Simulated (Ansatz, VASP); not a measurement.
# SiC (Moissanite 3C): VASP beside Ansatz

One calculation is typed for both programs; each brings its own data sets. How far apart do they land? The cell is taken from a series of runs on this material, whose earlier steps may have relaxed, scaled, displaced or heated it; both programs get it as it stands.

Calculated with Ansatz 0.2.0; plane waves, with VASP 6.6.1 beside it; zone-centre phonons at LDA.

## Step 1: Starting point

Symmetry: F-43m, No. 216, cubic system. Conventional cell: a = 4.180 Å, b = 4.180 Å, c = 4.180 Å, α = 90.00°, β = 90.00°, γ = 90.00°. C has 4 Si at 1.81 Å nearest. Nearest to Si lie 4 C at 1.81 Å. Farther neighbours are not listed.

## Step 2: Ansatz: zone-centre phonons, LDA, pair 1

Ansatz runs on its PAW soft_1 files.

Second derivatives magnify differences that forces hide, and they need a tight electronic threshold.

File input.yaml:

```yaml
crystal:
  lattice:
    - [0.0, 2.0898347252, 2.0898347252]
    - [2.0898347252, 0.0, 2.0898347252]
    - [2.0898347252, 2.0898347252, 0.0]
  atoms:
    - { symbol: C, position: [0.75, 0.75, 0.75] }
    - { symbol: Si, position: [0.0, 0.0, 0.0] }
kpoints:
  mp_grid: { grid: [12, 12, 12] }
hamiltonian:
  xc: lda
  pseudopotentials: { kind: paw, azcp: { folder: soft_1 }, xc_functional: pbe }
scf:
  occupations: { method: fixed }
output:
  eigenvalues: true
phonons:
  method: dfpt
  dielectric: true
  rigid_motions: translations
```

Run with:

```console
$ ansatz run input.yaml --threads 4 --pin off --max-ram 10240MiB --backend cpu --events-out ev --progress --plain --runs-dir out
```

Numbers of over 12 decimals in the logs are rounded to 6 here.

The program printed:

```text
Engine: ansatz 0.2.0, aarch64-unknown-linux-gnu
Pseudopotentials: kind: paw
Pseudopotential: C, paw, valence charge 4, recommended cutoff 420 eV (normal), soft_1/C.paw.azcp
Pseudopotential: Si, paw, valence charge 4, recommended cutoff 420 eV (normal), soft_1/Si.paw.azcp
Functional definition: SPW92
  exchange = slater_x
  correlation = pw_c
Crystal: 2 atoms, lattice volume = 18.254 Å³
Basis set: ecut = 420 eV, 339 PW (Γ), exchange–correlation on 40×40×40 points (8 copies of the dense FFT grid, shifted against one another)
Bands: 8, of which v1, the nominal top of the filled ones, is band 4 counted from 1 (3 counted from 0)
Symmetry: 24 space group operations
k-points: 280 of 1728 (irreducible under 4 space group operations, time reversal used)
Non-local potential: C, projectors of the file, l = 0: 2, l = 1: 2, l = 2: 1
Non-local potential: Si, projectors of the file, l = 0: 2, l = 1: 2, l = 2: 1
PAW form: soft (Blöchl's): semilocal exchange-correlation on the pseudo side does not see the compensation charge
PAW frozen core: C, regenerated for the run's functional, and the local potential with it (the file was generated under x = pbe(κ = 0.804, μ = 0.219515), c = pbe(β = 0.066725))
PAW frozen core: Si, regenerated for the run's functional, and the local potential with it (the file was generated under x = pbe(κ = 0.804, μ = 0.219515), c = pbe(β = 0.066725))
PAW one-centre angular grid: C, 110 points (default); XC on 64 Gauss nodes
PAW one-centre angular grid: Si, 110 points (default); XC on 64 Gauss nodes
Initial density: superposition of atomic densities (chi_scale 0.1, normalization cell, long waves kept (reshape's long-wave potential 0.00 eV rms))
Initial wavefunctions: pseudopotential atomic-orbital guess
Functional: x = slater, c = lda
SCF iter   1: F=—  HF=-853.962641 eV  |F-HF|=—  |Δ(HF+E_count)|=         —  Δρ=1.65e-1  dr2=5.64e0  ethr=3.10e-3  ⟨swp⟩=4.6  Hψ=15602  notcnv=0  defer=393
preconditioner: auto → none  [insulator: Δε(μ)=3.503 eV  Ē_g=15.986 eV  n_scr=0 (ndim 8)  ℏωp=24.6 eV  f_vac=0.000  ε∞_Penn≈3.4]
SCF iter   2: F=—  HF=-852.118851 eV  |F-HF|=—  |Δ(HF+E_count)|=    1.84e0  Δρ=4.96e-2  dr2=2.55e-1  ethr=3.10e-3  ⟨swp⟩=3.0  Hψ=7247  notcnv=0  defer=498
SCF iter   3: F=—  HF=-852.041200 eV  |F-HF|=—  |Δ(HF+E_count)|=   7.77e-2  Δρ=1.94e-2  dr2=3.39e-2  ethr=3.10e-3  ⟨swp⟩=2.7  Hψ=4299  notcnv=0  defer=523
SCF iter   4: F=—  HF=-852.032680 eV  |F-HF|=—  |Δ(HF+E_count)|=   8.52e-3  Δρ=1.83e-3  dr2=2.77e-4  ethr=4.24e-4  ⟨swp⟩=2.0  Hψ=2821  notcnv=0  defer=539
SCF iter   5: F=—  HF=-852.032715 eV  |F-HF|=—  |Δ(HF+E_count)|=   3.56e-5  Δρ=1.46e-4  dr2=1.31e-6  ethr=3.46e-6  ⟨swp⟩=2.5  Hψ=3679  notcnv=0  defer=540
SCF iter   6: F=—  HF=-852.032716 eV  |F-HF|=—  |Δ(HF+E_count)|=   8.14e-7  Δρ=1.68e-5  dr2=2.09e-8  ethr=1.63e-8  ⟨swp⟩=2.3  Hψ=3199  notcnv=0  defer=292
SCF iter   7: F=—  HF=-852.032716 eV  |F-HF|=—  |Δ(HF+E_count)|=   4.07e-9  Δρ=1.73e-6  dr2=1.62e-10  ethr=2.61e-10  ⟨swp⟩=1.8  Hψ=2839  notcnv=0  defer=292
SCF iter   8: F=-852.032716 eV  HF=-852.032716 eV  |F-HF|=0.00e0  |Δ(HF+E_count)|=  3.21e-11  Δρ=6.10e-8  dr2=2.99e-13  ethr=1.25e-12  ⟨swp⟩=8.4  Hψ=15099  notcnv=0
SCF 1 converged in 8 iterations: F = -852.032716 eV  dr2 = 2.99e-13
  greatest PAW one-centre occupation: 0.656 electrons in one spin orbital (limit 2), on the C atom at site 0 (counted from 0), in its partial waves of l = 0
NSCF: frozen V_eff on 1 k-points
DFPT response loops at Γ: preconditioner auto → none (the input reference at scf.mixing.eps_inf says where Resta's filter doesn't serve); β = 0.50; Broyden in place of MSR1
── the response to a field inside a basis, on 12×12×12 k-points: an SCF that follows is theirs, and a resumed run solves both again ──
Bands: 5, of which v1, the nominal top of the filled ones, is band 4 counted from 1 (3 counted from 0)
k-points: 182 of 1728 (irreducible under 6 space group operations, time reversal used)
Initial density: handed on by an earlier stage of this run
Initial wavefunctions: pseudopotential atomic-orbital guess (no wavefunctions were taken with the density)
Eigensolver: Dense (182 Hₖ)
SCF iter   1: F=—  HF=-852.033516 eV  |F-HF|=—  |Δ(HF+E_count)|=         —  Δρ=2.33e-4  dr2=1.36e-6  ethr=1.00e-1
preconditioner: auto → none  [insulator: Δε(μ)=1.380 eV  Ē_g=11.318 eV  n_scr=0 (ndim 8)  ℏωp=24.6 eV  f_vac=0.000  ε∞_Penn≈5.7]
SCF iter   2: F=—  HF=-852.033517 eV  |F-HF|=—  |Δ(HF+E_count)|=   6.47e-7  Δρ=1.16e-4  dr2=3.37e-7  ethr=1.69e-8
SCF iter   3: F=-852.033517 eV  HF=-852.033517 eV  |F-HF|=4.73e-8  |Δ(HF+E_count)|=   2.70e-7  Δρ=1.99e-5  dr2=6.06e-8  ethr=4.21e-9
SCF 1 converged in 3 iterations: F = -852.033517 eV  dr2 = 6.06e-8
  greatest PAW one-centre occupation: 0.657 electrons in one spin orbital (limit 2), on the C atom at site 0 (counted from 0), in its partial waves of l = 0
DFPT response loops at Γ: mixed as the last ones told, above
SCF converged after 8 iterations
Free energy (F): -852.032716 eV
Harris-Foulkes:  -852.032716 eV  (|F-HF|=0.00e0)
Internal energy: -852.032716 eV  (E = F + TS)
E sigma→0 (E₀):  -852.032716 eV
Fermi energy:    10.893901 eV
--- Per-component energies (eV) ---
  E_band       = 37.547081
  E_kinetic    = 140.326089
  E_local      = -89.222040  (includes V_loc(G=0)·N_el)
  E_nonlocal   = 48.788188
  E_hartree    = 30.334656
  E_xc         = -107.239598
  E_vxc        = -111.683543  (∫ρ·V_xc dr)
  E_paw        = -578.232805  (= ΣΔE_a)
  E_vpaw       = -11.330972  (= ΣTr[D̂ρ^β])
  E_aug_tail   = 0.000047  (compensation charges beyond the density's cutoff)
  E_ewald      = -296.934417
  E_core_change = 0.147163  (= ΣΔE_core)
  E_smearing   = -0.000000  (= −TS)
  E_closure    = 0.000000  (closes the sum)
  Σ components = -852.032716   (vs F -852.032716, Δ=0.00e0)
--- Band table (eV; the first three rows and the last of 280) ---
  k-point 0: bands = ["-5.4458", "10.8939", "10.8939", "10.8939", "18.6421", "19.0043", "19.0043", "19.0043"]
  k-point 1: bands = ["-5.2958", "10.1619", "10.7966", "10.7966", "18.6247", "19.1929", "19.1929", "19.3874"]
  k-point 2: bands = ["-4.8493", "8.4477", "10.5550", "10.5550", "18.3110", "19.5324", "19.5324", "20.4064"]
  k-point 279: bands = ["0.5908", "3.6780", "5.2806", "5.6841", "16.2176", "21.1185", "21.2892", "21.6408"]
--- Phonons (Γ-DFPT): 2 representative perturbations + reference, on 280 of 1728 k-points (Σ response iterations 6) ---
  k mesh reduced under 4 symmetry operations, with k and −k counted as one. Each operation leaves every solved perturbation unchanged. A smaller set is not considered because the run solves the response to a homogeneous field
  ASR residual: 3.932e-5 → 0.000e0 eV/Å²; symmetrization residual: 6.770e-8 eV/Å²
  ASR residual per site (eV/Å²): 3.93e-5 6.60e-6
  Γ frequencies (cm⁻¹): 0.00 0.00 0.00 899.03 899.03 899.03
  ε∞ (high-frequency dielectric tensor):
        6.703584     0.000000     0.000000
        0.000000     6.703584     0.000000
        0.000000     0.000000     6.703584
  ε⁰ (static dielectric tensor: ions relaxed, cell fixed):
        9.820192     0.000000     0.000000
        0.000000     9.820192     0.000000
        0.000000     0.000000     9.820192
  ε⁰ − ε∞ (ionic part):
        3.116608    -0.000000     0.000000
       -0.000000     3.116608     0.000000
        0.000000     0.000000     3.116608
  softest optical mode at Γ: 899.03 cm⁻¹; the repairs (sum rule, projections) moved no ω² at Γ by more than (0.95 cm⁻¹)²
  Born effective charges Z* (e; rows j = field, columns β = displacement):
    site 0:
        -2.80391    0.00000   -0.00000
         0.00000   -2.80391   -0.00000
        -0.00000   -0.00000   -2.80391
    site 1:
         2.80391   -0.00000    0.00000
        -0.00000    2.80391    0.00000
         0.00000    0.00000    2.80391
  Z* charge neutrality: 3.661e-4 e pre-enforcement
  solved inside a basis spanned on kpoints, on 12×12×12 k-points, its susceptibility summed on 16×16×16: ε∞ is read to err by 1.8e-2, Z* by 9.2e-3 e (field_mesh: kpoints solves on kpoints); Z* is corrected for what the basis lacks
  optical modes at Γ without the LO–TO term, one row a degenerate level:
      ω (cm⁻¹)  modes    IR ((D/Å)²/amu)
        899.03      3            64.6785
  optical modes at Γ + LO–TO along q̂ = [1.0000, 0.0000, 0.0000]:
      ω (cm⁻¹)  modes    IR ((D/Å)²/amu)
        899.03      2            43.1190
       1088.13      1            21.5595
  optical modes at Γ + LO–TO along q̂ = [0.0000, 1.0000, 0.0000]:
      ω (cm⁻¹)  modes    IR ((D/Å)²/amu)
        899.03      2            43.1190
       1088.13      1            21.5595
  optical modes at Γ + LO–TO along q̂ = [0.0000, 0.0000, 1.0000]:
      ω (cm⁻¹)  modes    IR ((D/Å)²/amu)
        899.03      2            43.1190
       1088.13      1            21.5595
```

The column dr2 measures how far the density is from self-consistency, as an energy; F and HF (Harris–Foulkes) agree once it is small.

(Part 1 of 3 ends here.)

[Lines on the potential files, build, host, timing and source positions are cut from VASP's logs without a mark.]

[Logs are printed without paths, hosts, clocks, repeated set-up lines and the standing remarks that a program may print on its own settings, such as how far it seeks lower states.]

[Hosts, paths, dates, database ids (printed as entryN), source tags and the programs' standing remarks are cut or masked in the printed files.]
